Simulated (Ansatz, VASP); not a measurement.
# ScF3: VASP beside Ansatz

Aim: how closely do two programs agree when they are given the same cell, functional and k mesh? The cell is taken from a series of runs on this material, whose earlier steps may have relaxed, scaled, displaced or heated it; both programs get it as it stands.

Main program and level: Ansatz 0.2.0; plane waves, with VASP 6.6.1 beside it; relaxation of cell and atoms at LDA.

## 1. The structure

Symmetry: Pm-3m, No. 221, cubic system. The conventional cell has a = 3.973 Å, b = 3.973 Å, c = 3.973 Å, α = 90.00°, β = 90.00°, γ = 90.00°. Sc has 6 F at 1.99 Å nearest. Nearest to F lie 2 Sc at 1.99 Å. Farther neighbours and most contacts between anions are not listed.

## 2. Ansatz: relaxation of cell and atoms, LDA

Ansatz runs on its default PAW (the set named soft_2) files.

The relaxed volume is the usual yardstick between codes: in a stiff, nearly cubic crystal its relative difference is about their pressure difference at one cell divided by the bulk modulus.

File input.yaml:

```yaml
crystal:
  lattice:
    - [3.9729771813, 0.0, 0.0]
    - [0.0, 3.9729771813, 0.0]
    - [0.0, 0.0, 3.9729771813]
  atoms:
    - { symbol: Sc, position: [0.0, 0.0, 0.0] }
    - { symbol: F, position: [0.5, 0.0, 0.0] }
    - { symbol: F, position: [0.0, 0.5, 0.0] }
    - { symbol: F, position: [0.0, 0.0, 0.5] }
kpoints:
  mp_grid: { grid: [8, 8, 8] }
hamiltonian:
  xc: lda
scf:
  occupations: { method: fixed }
output:
  forces: true
  stress: true
  eigenvalues: true
  write_density: true
  write_potential: true
  elf: true
  volumetric_format: npy
relax:
  adjacent_minimum: "off"
  f_tol: 0.001
  max_steps: 60
  cell: { stress_tol: 0.01 }
```

Run with:

```sh
> ansatz run input.yaml --threads 4 --pin off --max-ram 7168MiB --backend cpu --events-out ev --progress --plain --runs-dir out
```

Numbers of over 12 decimals in the logs are rounded to 6 here.

The log of the run:

```text
Engine: ansatz 0.2.0, aarch64-unknown-linux-gnu
Pseudopotentials: kind: paw
Pseudopotential: Sc, paw, valence charge 11, recommended cutoff 420 eV (normal), Sc.paw.azcp
Pseudopotential: F, paw, valence charge 7, recommended cutoff 420 eV (normal), F.paw.azcp
Functional definition: SPW92
  exchange = slater_x
  correlation = pw_c
Crystal: 4 atoms, lattice volume = 62.712 Å³
Basis set: ecut = 420 eV, 1237 PW (Γ)
Bands: 20, of which v1, the nominal top of the filled ones, is band 16 counted from 1 (15 counted from 0)
Symmetry: 48 space group operations
Space group: Pm-3m (ITA 221), of the structure as read, at distance tolerance 4.0e-5 Å
k-points: 35 of 512
Non-local potential: Sc, projectors of the file, l = 0: 3, l = 1: 2, l = 2: 3, l = 3: 1
Non-local potential: F, projectors of the file, l = 0: 2, l = 1: 2, l = 2: 1
PAW form: soft (Blöchl's): semilocal exchange-correlation on the pseudo side does not see the compensation charge
PAW frozen core: Sc, regenerated for the run's functional, and the local potential with it (the file was generated under x = pbe(κ = 0.804, μ = 0.219515), c = pbe(β = 0.066725))
PAW frozen core: F, regenerated for the run's functional, and the local potential with it (the file was generated under x = pbe(κ = 0.804, μ = 0.219515), c = pbe(β = 0.066725))
PAW one-centre angular grid: Sc, 590 points (default); XC on 64 Gauss nodes
PAW one-centre angular grid: F, 110 points (default); XC on 64 Gauss nodes
Initial density: superposition of atomic densities (neutral atoms: chi_scale 0, normalization atom), corrected by the library's trained network
Initial wavefunctions: pseudopotential atomic-orbital guess
Functional: x = slater, c = lda
SCF iter   1: F=—  HF=-4477.845830 eV  |F-HF|=—  |Δ(HF+E_count)|=         —  Δρ=1.84e-2  dr2=1.52e-1  ethr=1.77e-3  ⟨swp⟩=3.6  Hψ=2906  notcnv=0  defer=43
preconditioner: auto → Resta (q_TF=auto, 2.439 Å⁻¹)  ε∞=3.3  [insulator: Δε(μ)=6.053 eV  Ē_g=17.119 eV  n_scr=18 (ndim 8)  ℏωp=25.7 eV  f_vac=0.285  ε∞_Penn≈3.3]
SCF iter   2: F=—  HF=-4477.806429 eV  |F-HF|=—  |Δ(HF+E_count)|=   3.94e-2  Δρ=5.86e-3  dr2=8.32e-3  ethr=4.76e-4  ⟨swp⟩=2.1  Hψ=1379  notcnv=0  defer=52
SCF iter   3: F=—  HF=-4477.803969 eV  |F-HF|=—  |Δ(HF+E_count)|=   2.46e-3  Δρ=1.94e-3  dr2=1.28e-3  ethr=2.60e-5  ⟨swp⟩=2.0  Hψ=1102  notcnv=0  defer=55
SCF iter   4: F=—  HF=-4477.803583 eV  |F-HF|=—  |Δ(HF+E_count)|=   3.86e-4  Δρ=3.17e-4  dr2=4.82e-5  ethr=4.01e-6  ⟨swp⟩=2.7  Hψ=1277  notcnv=0  defer=60
SCF iter   5: F=—  HF=-4477.803578 eV  |F-HF|=—  |Δ(HF+E_count)|=   4.49e-6  Δρ=3.87e-5  dr2=1.26e-6  ethr=1.51e-7  ⟨swp⟩=2.0  Hψ=1048  notcnv=0  defer=3
SCF iter   6: F=—  HF=-4477.803580 eV  |F-HF|=—  |Δ(HF+E_count)|=   1.59e-6  Δρ=1.18e-5  dr2=1.15e-7  ethr=3.13e-10  ⟨swp⟩=10.0  Hψ=4786  notcnv=0
SCF iter   7: F=-4477.803580 eV  HF=-4477.803580 eV  |F-HF|=1.57e-8  |Δ(HF+E_count)|=   1.20e-7  Δρ=2.69e-6  dr2=5.55e-9  ethr=3.13e-10  ⟨swp⟩=8.0  Hψ=4369  notcnv=0
SCF 1 converged in 7 iterations: F = -4477.803580 eV  dr2 = 5.55e-9
  greatest PAW one-centre occupation: 0.998 electrons in one spin orbital (limit 2), on the Sc atom at site 0 (counted from 0), in its partial waves of l = 0
relax step   1: F+E_penalty+E_count = -4477.80358015 eV  Δ(F+E_penalty+E_count) = +0.000e0 eV  max|allowed force component| = 1.602e-29 eV/Å  Δτ_max = 0.0000 Å  P = -0.011 GPa  Ω = 62.712 Å³  (7 SCF iters, dr2 threshold 1.00e-7 eV, accepted)
[...]
relax step   2: F+E_penalty+E_count = -4477.80360082 eV  Δ(F+E_penalty+E_count) = -2.067e-5 eV  max|allowed force component| = 2.879e-29 eV/Å  Δτ_max = 0.0000 Å  P = -0.003 GPa  Ω = 62.707 Å³  energy of the carried Pulay correction = +2.048e-5 eV  (4 SCF iters, dr2 threshold 2.95e-10 eV, accepted)
[...]
relax step   3: F+E_penalty+E_count = -4477.80360082 eV  Δ(F+E_penalty+E_count) = -3.638e-11 eV  max|allowed force component| = 2.669e-29 eV/Å  Δτ_max = 0.0000 Å  P = -0.004 GPa  Ω = 62.707 Å³  stress off target by 3.64e-3 GPa  SCF on the basis re-selected at this cell (its energy is not comparable with the rows above)  (4 SCF iters)
basis re-selected at this cell: Δ(F+E_penalty+E_count) = -3.638e-11 eV, ΔP = -0.001 GPa vs the last step (what re-selecting the basis moved, of the pressure what is left beyond the Pulay correction that the steps carried, after the strain that the cell walked since its last selection, with what the two solves' SCF thresholds leave and, on support functions, any second-order correction that the steps lacked; it is no  [...]
SCF converged after 4 iterations
Free energy (F): -4477.803601 eV
Harris-Foulkes:  -4477.803601 eV  (|F-HF|=0.00e0)
Internal energy: -4477.803601 eV  (E = F + TS)
E sigma→0 (E₀):  -4477.803601 eV
Fermi energy:    -0.378230 eV
--- Per-component energies (eV) ---
  E_band       = -389.211430
  E_kinetic    = 878.511424
  E_local      = -3346.646426  (includes V_loc(G=0)·N_el)
  E_nonlocal   = 307.732015
  E_hartree    = 1259.607002
  E_xc         = -338.016989
  E_vxc        = -432.650437  (∫ρ·V_xc dr)
  E_paw        = -1470.936563  (= ΣΔE_a)
  E_vpaw       = -315.378082  (= ΣTr[D̂ρ^β])
  E_aug_tail   = 0.006079  (compensation charges beyond the density's cutoff)
  E_ewald      = -1768.704822
  E_core_change = 0.644678  (= ΣΔE_core)
  E_smearing   = -0.000000  (= −TS)
  E_closure    = 0.000000  (closes the sum)
  Σ components = -4477.803601   (vs F -4477.803601, Δ=0.00e0)
--- Forces (eV/Å), atoms counted from 1 ---
  atom   1  Sc    -0.00000000    -0.00000000    -0.00000000
  atom   2  F      0.00000000     0.00000000    -0.00000000
  atom   3  F     -0.00000000     0.00000000    -0.00000000
  atom   4  F     -0.00000000     0.00000000    -0.00000000
  max |Σ_I F_I| component: 1.37e-29 eV/Å
--- Stress (GPa, compression-positive) ---
       -0.003635       0.000000      -0.000000
        0.000000      -0.003635      -0.000000
       -0.000000      -0.000000      -0.003635
  P = ⅓ Tr σ = -0.0036 GPa (-0.036 kbar)
--- Band table (eV; the first three rows and the last of 35) ---
  k-point 0: bands = [... 12 lower, -0.9946, -0.9203, -0.9203, -0.9203, 5.9848, 5.9848, 5.9848, 7.3323]
  k-point 1: bands = [... 12 lower, -1.0593, -1.0150, -0.9366, -0.9366, 5.9912, 6.1281, 6.1281, 7.5427]
  k-point 2: bands = [... 12 lower, -1.2550, -1.0623, -0.9409, -0.9409, 6.0070, 6.4721, 6.4721, 7.8973]
  k-point 34: bands = [... 12 lower, -2.7830, -0.3782, -0.3782, -0.3782, 7.7329, 7.7329, 7.7329, 10.7990]
--- Relaxed structure (2 steps of the walk, 2 accepted, 1 SCFs on fresh bases) ---
  F+E_penalty+E_count = -4477.80360082 eV   max|allowed force component| = 2.669e-29 eV/Å   (the final SCF, on the basis selected at the relaxed cell)
  cell:  # Å, volume = 62.7074 Å³
    - [3.972888, 0, 0.0]
    - [0, 3.972888, 0]
    - [0.0, 0, 3.972888]
  atoms:
    - { symbol: Sc, position: [0, 0, 0] }
    - { symbol: F, position: [0.500000, 0, 0] }
    - { symbol: F, position: [0, 0.500000, 0] }
    - { symbol: F, position: [0, 0, 0.500000] }
```

Reading the cycles: dr2 is the Hartree energy of the density residual (eV), the measure of convergence; HF is the Harris–Foulkes estimate of the energy, which meets the free energy F at convergence.

## 3. VASP: relaxation of cell and atoms, LDA

The same cell, functional (in two slightly different forms) and mesh now go to VASP, with its own data sets.

Lines of VASP's logs that name or quote its potential files are left out, and so is its time.

File INCAR:

```
SYSTEM = ScF3
PREC = Accurate
ENCUT = 600
EDIFF = 1E-07
NELM = 120
ISMEAR = 0
SIGMA = 0.01
LREAL = .FALSE.
ALGO = Normal
GGA = CA
NBANDS = 22
LASPH = .TRUE.
LORBIT = 11
LWAVE = .FALSE.
LCHARG = .FALSE.
ISIF = 3
IBRION = 2
NSW = 80
EDIFFG = -0.005
GGA_COMPAT = .FALSE.
NELMIN = 4
EFERMI = MIDGAP
```

File POSCAR:

```
ScF3
1.0
    3.9729770000      0.0000000000      0.0000000000
    0.0000000000      3.9729770000      0.0000000000
    0.0000000000      0.0000000000      3.9729770000
Sc F
1 3
Direct
    0.0000000000      0.0000000000      0.0000000000
    0.5000001259      0.0000000000      0.0000000000
    0.0000000000      0.5000001259      0.0000000000
    0.0000000000      0.0000000000      0.5000001259
```

File KPOINTS:

```
Automatic mesh
0
Gamma
8 8 8
0 0 0
```

Potentials, in the order of the species: Sc_sv and F (LDA family, release 64).

Run with:

```sh
> mpirun -np 1 vasp_std
```

The log of the run:

```text
[banner, memory and clock lines left out]
running    1 mpi-ranks, on    1 nodes
 distrk:  each k-point on    1 cores,    1 groups
 distr:  one band on    1 cores,    1 groups

 POSCAR found type information on POSCAR ScF
 POSCAR found :  2 types and       4 ions
 LDA part: xc-table for (Slater(with rela. corr.)+CA(PZ))
 , standard interpolation
 POSCAR, INCAR and KPOINTS ok, starting setup
 FFT: planning ... GRIDC
 FFT: planning ... GRID_SOFT
 FFT: planning ... GRID
 WAVECAR not read
 entering main loop
       N       E                     dE             d eps       ncg     rms          rms(c)
DAV:   1     0.458533367630E+03    0.45853E+03   -0.16857E+04  1540   0.171E+03
DAV:   2     0.154810218912E+02   -0.44305E+03   -0.42524E+03  2024   0.494E+02
DAV:   3    -0.325153452512E+02   -0.47996E+02   -0.45984E+02  2258   0.183E+02
DAV:   4    -0.339294890676E+02   -0.14141E+01   -0.14110E+01  2062   0.293E+01
DAV:   5    -0.339635779067E+02   -0.34089E-01   -0.34078E-01  1936   0.425E+00    0.171E+01
DAV:   6    -0.296977098446E+02    0.42659E+01   -0.14788E+01  2486   0.526E+01    0.778E+00
DAV:   7    -0.296541146980E+02    0.43595E-01   -0.12306E+00  2104   0.789E+00    0.457E+00
DAV:   8    -0.296082090904E+02    0.45906E-01   -0.39792E-01  2384   0.609E+00    0.114E+00
DAV:   9    -0.295938294767E+02    0.14380E-01   -0.33809E-02  2096   0.148E+00    0.428E-01
DAV:  10    -0.295922535666E+02    0.15759E-02   -0.70733E-03  2036   0.106E+00    0.188E-01
DAV:  11    -0.295919520905E+02    0.30148E-03   -0.56659E-03  2330   0.866E-01    0.102E-01
DAV:  12    -0.295918480598E+02    0.10403E-03   -0.96179E-04  2208   0.491E-01    0.357E-02
DAV:  13    -0.295918328970E+02    0.15163E-04   -0.38188E-05  2216   0.941E-02    0.185E-02
DAV:  14    -0.295918272288E+02    0.56682E-05   -0.35856E-05  2314   0.730E-02    0.390E-03
DAV:  15    -0.295918271184E+02    0.11043E-06   -0.12621E-06  2138   0.150E-02    0.920E-04
DAV:  16    -0.295918271141E+02    0.42855E-08   -0.63106E-08  1076   0.201E-03
   1 F= -.29591827E+02 E0= -.29591827E+02  d E =-.295918E+02
 curvature:   0.00 expect dE= 0.000E+00 dE for cont linesearch  0.000E+00
 trial: gam= 0.00000 g(F)=  0.000E+00 g(S)=  0.219E-02 ort = 0.000E+00 (trialstep = 0.100E+01)
 search vector abs. value=  0.219E-02
 bond charge predicted
       N       E                     dE             d eps       ncg     rms          rms(c)
DAV:   1    -0.296163985332E+02   -0.24571E-01   -0.57529E-01  1864   0.790E+00    0.136E+00
DAV:   2    -0.295949153307E+02    0.21483E-01   -0.91650E-02  1884   0.231E+00    0.380E-01
DAV:   3    -0.295927495251E+02    0.21658E-02   -0.37146E-03  2056   0.123E+00    0.138E-01
DAV:   4    -0.295923983774E+02    0.35115E-03   -0.78074E-04  2184   0.375E-01    0.538E-02
DAV:   5    -0.295923766637E+02    0.21714E-04   -0.96230E-05  1796   0.915E-02    0.109E-02
DAV:   6    -0.295923759571E+02    0.70665E-06   -0.11271E-05  2312   0.415E-02    0.258E-03
DAV:   7    -0.295923759685E+02   -0.11473E-07   -0.50880E-07  1866   0.911E-03
   2 F= -.29592376E+02 E0= -.29592376E+02  d E =-.548854E-03
 trial-energy change:   -0.000549  1 .order   -0.000547   -0.002194    0.001099
 step:   0.6662(harm=  0.6662)  dis= 0.00000  next Energy=   -29.592558 (dE=-0.731E-03)
 bond charge predicted
       N       E                     dE             d eps       ncg     rms          rms(c)
DAV:   1    -0.295952417451E+02   -0.28658E-02   -0.64064E-02  1864   0.263E+00    0.455E-01
DAV:   2    -0.295928415266E+02    0.24002E-02   -0.10281E-02  1796   0.772E-01    0.127E-01
DAV:   3    -0.295926024216E+02    0.23910E-03   -0.42768E-04  2022   0.419E-01    0.455E-02
DAV:   4    -0.295925638227E+02    0.38599E-04   -0.83332E-05  2172   0.125E-01    0.190E-02
DAV:   5    -0.295925613518E+02    0.24708E-05   -0.11905E-05  1852   0.313E-02    0.416E-03
DAV:   6    -0.295925612327E+02    0.11912E-06   -0.16053E-06  2286   0.151E-02    0.970E-04
DAV:   7    -0.295925612256E+02    0.70645E-08   -0.51378E-08   986   0.370E-03
   3 F= -.29592561E+02 E0= -.29592561E+02  d E =-.734112E-03
 curvature:  -0.33 expect dE=-0.125E-06 dE for cont linesearch -0.125E-06
 trial: gam= 0.00000 g(F)=  0.817E-48 g(S)=  0.374E-06 ort =-0.287E-04 (trialstep = 0.933E+00)
 search vector abs. value=  0.374E-06
 reached required accuracy - stopping structural energy minimisation
```

From OUTCAR (step 3):

```text
ion  position               nearest neighbor table
   1  0.000  0.000  0.000-   2 1.99   3 1.99   4 1.99   2 1.99   3 1.99   4 1.99
   2  0.500  0.000  0.000-   1 1.99   1 1.99
   3  0.000  0.500  0.000-   1 1.99   1 1.99
   4  0.000  0.000  0.500-   1 1.99   1 1.99

  LATTYP: Found a simple cubic cell.
 ALAT       =     3.9729770000

 Subroutine GETGRP returns: Found 48 space group operations
 (whereof 48 operations were pure point group operations)

The static configuration has the point symmetry O_h .

 Found     35 irreducible k-points:

   k-points           NKPTS =     35   k-points in BZ     NKDIM =     35   number of bands    NBANDS=     22

   dimension x,y,z NGX =    32 NGY =   32 NGZ =   32
   dimension x,y,z NGXF=    64 NGYF=   64 NGZF=   64

   ENCUT  =  600.0 eV  44.10 Ry    6.64 a.u.   7.94  7.94  7.94*2*pi/ulx,y,z

   NELECT =      32.0000    total number of electrons

 k-points in reciprocal lattice and weights: Automatic mesh
   0.00000000  0.00000000  0.00000000       0.002
   0.12500000  0.00000000  0.00000000       0.012
   0.25000000  0.00000000  0.00000000       0.012
   0.37500000  0.00000000  0.00000000       0.012
   0.50000000  0.00000000  0.00000000       0.006
   0.12500000  0.12500000  0.00000000       0.023
   0.25000000  0.12500000  0.00000000       0.047
   0.37500000  0.12500000  0.00000000       0.047
   0.50000000  0.12500000  0.00000000       0.023
[...]
0.50000000  0.50000000  0.37500000       0.012
   0.50000000  0.50000000  0.50000000       0.002

 average (electrostatic) potential at core
       1 -50.8315       2 -79.4922       3 -79.4922       4 -79.4922

 E-fermi :  -0.6030

 k-point     1 :       0.0000    0.0000    0.0000
  band No.  band energies     occupation
    ...
     12      -4.3652      2.00000
     13      -4.3652      2.00000
     14      -4.2891      2.00000
     15      -4.2891      2.00000
     16      -4.2891      2.00000
     17       2.5501      0.00000
     18       2.5501      0.00000
     19       2.5501      0.00000
     20       3.9119      0.00000
     21       4.4213      0.00000
    ...

 k-point     2 :       0.1250    0.0000    0.0000
  band No.  band energies     occupation
    ...
     12      -4.4301      2.00000
     13      -4.4301      2.00000
     14      -4.3849      2.00000
     15      -4.3060      2.00000
     16      -4.3060      2.00000
     17       2.5565      0.00000
     18       2.6929      0.00000
     19       2.6929      0.00000
     20       4.1210      0.00000
     21       4.4259      0.00000
    ...

 k-point     3 :       0.2500    0.0000    0.0000
  band No.  band energies     occupation
    ...
     12      -4.6265      2.00000
     13      -4.6265      2.00000
     14      -4.4323      2.00000
     15      -4.3104      2.00000
     16      -4.3104      2.00000
     17       2.5721      0.00000
     18       3.0352      0.00000
     19       3.0352      0.00000
     20       4.4367      0.00000
     21       4.6401      0.00000
    ...

  Total       -0.0032162     -0.0032162     -0.0032162     -0.0000000      0.0000000     -0.0000000
  in kB       -0.0816833     -0.0816833     -0.0816833     -0.0000000      0.0000000     -0.0000000
  external PRESSURE =      -0.0816833 kB  Pullay stress =       0.0000000 kB

  energy-cutoff  :      600.00
  volume of cell :       63.08
      direct lattice vectors                 reciprocal lattice vectors
     3.980837173  0.000000000  0.000000000     0.251203442  0.000000000 -0.000000000
    -0.000000000  3.980837173  0.000000000     0.000000000  0.251203442 -0.000000000
     0.000000000  0.000000000  3.980837173    -0.000000000 -0.000000000  0.251203442

 POSITION                                       TOTAL-FORCE (eV/Angst)
 -----------------------------------------------------------------------------------
      0.00000      0.00000      0.00000        -0.000000      0.000000      0.000000
      1.99042      0.00000      0.00000        -0.000000      0.000000      0.000000
     -0.00000      1.99042      0.00000         0.000000      0.000000      0.000000
      0.00000      0.00000      1.99042        -0.000000     -0.000000      0.000000
 -----------------------------------------------------------------------------------
    total drift:                               -0.000699     -0.000699     -0.000699

  FREE ENERGIE OF THE ION-ELECTRON SYSTEM (eV)
  ---------------------------------------------------
  free  energy   TOTEN  =       -29.5925612256 eV

  energy  without entropy=      -29.5925612256  energy(sigma->0) =      -29.59256123

 reached required accuracy - stopping structural energy minimisation

 total charge
# of ion       s       p       d       tot
------------------------------------------
    1        2.209   6.291   1.022   9.522
    2        1.725   4.378   0.000   6.103
    3        1.725   4.378   0.000   6.103
    4        1.725   4.378   0.000   6.103
--------------------------------------------------
tot          7.384  19.424   1.022  27.830

[... 3 further parts left out ...]
```

CONTCAR:

```
ScF3
   1.00000000000000
     3.9808371725875324    0.0000000000000000    0.0000000000000000
    -0.0000000000000000    3.9808371725875324    0.0000000000000000
     0.0000000000000000    0.0000000000000000    3.9808371725875324
  Sc              F
     1     3
Direct
     0.0000000000000000    0.0000000000000000    0.0000000000000000
     0.5000001259000015    0.0000000000000000    0.0000000000000000
     0.0000000000000000    0.5000001259000015    0.0000000000000000
     0.0000000000000000    0.0000000000000000    0.5000001259000015
```

## 4. Side by side

Known differences besides the potentials themselves: the two LDA forms differ slightly; fixed occupations in Ansatz, narrow Gaussian smearing in VASP; the cutoff is 420 eV in Ansatz and 600 eV in VASP; VASP's log shows a relativistic correction to its local exchange, Ansatz's none; Ansatz adds a Pulay correction to the stress that steers its cell, VASP none. Total energies have different zeros and are not compared.

The two programs side by side:

```tsv
quantity	Ansatz	VASP	difference
volume (Å³)	62.71	63.08	-0.60 %
edge a after relaxation, in the typed setting (Å)	3.973	3.981	-0.20 %
```

## 5. Summary of results

```json
{
 "difference in volume (relaxation of cell and atoms, LDA)": "-0.60 %"
}
```

The difference in volume is -0.60 % (relaxation of cell and atoms, LDA), within the 1.2 % picked in this series as the mark of a large difference, as far as the stopping tolerances let one tell. How closely two codes agree says nothing of how well the functional describes the real material.

[Lines on the potential files, build, host, timing and source positions are cut from VASP's logs without a mark.]

[Logs are printed without paths, hosts, clocks, repeated set-up lines and the standing remarks that a program may print on its own settings, such as how far it seeks lower states.]

[Hosts, paths, dates, database ids (printed as entryN), source tags and the programs' standing remarks are cut or masked in the printed files.]
